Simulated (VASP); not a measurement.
```
CELL_PARAMETERS angstrom
      0.00000     2.93199     2.93199
      2.93199     0.00000     2.93199
      2.93199     2.93199     0.00000
ATOMIC_POSITIONS crystal
  Cd 0.00000 0.00000 0.00000
  S  0.25000 0.25000 0.25000
```

Level of theory: PBE GGA with D4 dispersion, VASP's PBE PAW potentials (set 64) (plane waves; VASP). Settings: 520 eV cut-off, Gaussian smearing of 0.050 eV, potentials Cd S.

**Question.** Give the energies of bands 6 to 11 at the high-symmetry points, in eV from the valence-band maximum.

**Answer.** 
| band | Γ | X | U | L | W |
|---|---|---|---|---|---|
| 6 | -7.21 | -6.78 | -6.66 | -6.85 | -6.61 |
| 7 | 0.00 | -3.88 | -3.86 | -4.31 | -3.82 |
| 8 | 0.00 | -1.82 | -2.46 | -0.73 | -2.20 |
| 9 | 0.00 | -1.82 | -1.48 | -0.73 | -2.14 |
| 10 | 1.11 | 3.58 | 4.24 | 2.99 | 5.37 |
| 11 | 6.55 | 4.33 | 5.42 | 7.01 | 5.44 |

The gap is direct, 1.11 eV, from the valence maximum at Γ to the conduction minimum at Γ.

Measured: gap 2.48 eV at 4 K (computed value off by -1.37 eV), as given by arXiv:1206.3780.

The compound is CdS in the zinc blende structure, a metastable form; wurtzite is the usual one. It was relaxed first.
